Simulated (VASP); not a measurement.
A cell of Li₂O (antifluorite) near equilibrium:

```yaml
crystal:
  lattice:
    - [0.00000, 2.29114, 2.29114]
    - [2.29114, 0.00000, 2.29114]
    - [2.29114, 2.29114, 0.00000]
  atoms:
    - { symbol: Li, position: [0.25000, 0.25000, 0.25000] }
    - { symbol: Li, position: [0.75000, 0.75000, 0.75000] }
    - { symbol: O, position: [0.00000, 0.00000, 0.00000] }
```

All values below come from r2SCAN meta-GGA, VASP's PBE PAW potentials (set 64) (plane waves; VASP).

| run | ΔE (meV/atom) | σxx | σyy | σzz | largest shear component, with its sign (GPa) | largest force (eV/Å) | gap (eV) |
|---|---|---|---|---|---|---|---|
| as it is | 0.0 | -0.76 | -0.76 | -0.76 | 0.00 | 0.000 | 5.72 |
| after one change | 0.5 | -1.03 | -1.03 | -2.99 | 0.00 | 0.000 | 5.68 |
Stress is in GPa, positive when the cell is compressed; gaps are those on the k-mesh, and 0.00 means metallic.

### Question
Name the change that produced these shifts.
A) uniaxial strain of +1.0 % along z
B) atom 2 (Li) moved by -0.100 Å along z
C) isotropic strain of -3.0 %
D) shear strain γ_xz = -2.0 %

### Answer
A, uniaxial strain of +1.0 % along z

The compound is Li2O in the antifluorite structure.
